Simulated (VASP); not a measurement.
Given:

```
CELL_PARAMETERS angstrom
      0.00000     2.24825     2.24825
      2.24825     0.00000     2.24825
      2.24825     2.24825     0.00000
ATOMIC_POSITIONS crystal
  Ga 0.00000 0.00000 0.00000
  N  0.25000 0.25000 0.25000
```

The numbers are results of r2SCAN+rVV10, VASP's PBE PAW potentials (set 64) (plane waves; VASP), not measurements. Numerical set-up: 520 eV cut-off, 11×11×11 Γ-centred mesh, tetrahedra with Blöchl corrections, potentials Ga_d N.

Task: Tabulate the total density of states (states/eV per cell) against energy (eV; zero at the valence-band maximum or, without a gap, the Fermi level).

Result: 
(E (eV), DOS (states/eV)): (-9.97, 0.00); (-9.37, 0.00); (-8.65, 0.00); (-8.05, 0.00); (-7.33, 0.00); (-6.73, 0.36); (-6.13, 1.26); (-5.41, 0.52); (-4.81, 0.30); (-4.09, 0.86); (-3.49, 0.83); (-2.77, 1.28); (-2.17, 1.30); (-1.57, 1.33); (-0.85, 0.89); (-0.25, 0.32); (0.47, 0.00); (1.07, 0.00); (1.79, 0.00); (2.39, 0.00); (2.99, 0.02); (3.71, 0.06); (4.31, 0.23); (5.03, 0.53); (5.63, 0.84)
Within 2 eV below the valence-band maximum the largest weight inside VASP's projection spheres is N p, then Ga p.

The compound is GaN in the zinc blende structure, a metastable form; wurtzite is the usual one. It was relaxed first.
